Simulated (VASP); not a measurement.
An input for Ansatz (written as the equivalent of a VASP run, and not itself run):

Ansatz 0.2 input:
```yaml
crystal:
  lattice:
    - [4.4389216, 0.0000000, 0.0000000]
    - [0.0000000, 5.4093174, 0.0000000]
    - [0.0000000, 0.0000000, 3.3849653]
  atoms:
    - { symbol: Fe, position: [0.5000000, 0.5000000, 0.5000000] }
    - { symbol: Fe, position: [0.0000000, 1.0000000, 0.0000000] }
    - { symbol: S, position: [0.2948200, 0.8759063, 0.5000000] }
    - { symbol: S, position: [0.7051800, 0.1240937, 0.5000000] }
    - { symbol: S, position: [0.7948200, 0.6240937, 0.0000000] }
    - { symbol: S, position: [0.2051800, 0.3759063, 0.0000000] }
kpoints:
  mp_grid: { grid: [5, 4, 6] }
hamiltonian:
  xc: pbe
  pseudopotentials: { kind: paw }
scf:
  occupations: { method: gaussian, width: 0.05 }
  max_iter: 100
relax:
  max_steps: 60
  f_tol: 0.02
  cell: {}
output: { forces: true, stress: true, eigenvalues: true }
```

Q: Translate this input to VASP (INCAR, KPOINTS, POSCAR, choice of POTCAR).

A: One answer among several that fit: 
POSCAR:
```
FeS2
1.0
  4.4389215993   0.0000000000   0.0000000000
  0.0000000000   5.4093174074   0.0000000000
  0.0000000000   0.0000000000   3.3849653086
Fe S
2 4
Cart
  2.2194607997   2.7046587037   1.6924826543
  0.0000000000   5.4093174074   0.0000000000
  1.3086827762   4.7380553862   1.6924826543
  3.1302388231   0.6712620212   1.6924826543
  3.5281435759   3.3759207249   0.0000000000
  0.9107780234   2.0333966825   0.0000000000
```

File KPOINTS:
```
Automatic mesh
0
gamma
 5 4 6
```

**INCAR**
```
# general
SYSTEM   =  FeS2
PREC     =  Accurate
ENCUT    =  400
LREAL    =  F
LASPH    =  T

# electronic loop
EDIFF    =  1E-6
NELM     =  100
ALGO     =  Normal
LMAXMIX  =  4

# smearing
ISMEAR   =  0
SIGMA    =  0.05

# functional
GGA      =  PE

# ions
IBRION   =  2
NSW      =  60
ISIF     =  3
EDIFFG   =  -0.02

# output
LWAVE    =  F
LCHARG   =  F
```

POTCAR, in this order: Fe S (PBE.64 set). Program: vasp_std.

What does not carry over: each code has its own PAW files, so the cut-off isn't converted (ENCUT is set for VASP's; basis.ecutwfc is left out, and Ansatz then takes the one that its files recommend); Ansatz stops its SCF on the density residual and VASP on the energy change (EDIFF).

The structure comes from a computed database's FeS2 entry (Pnnm); how it stands against other phases isn't given here. This run relaxes it. Symmetry was kept, so distortions that lower it aren't found. The start is the result of an earlier pass.
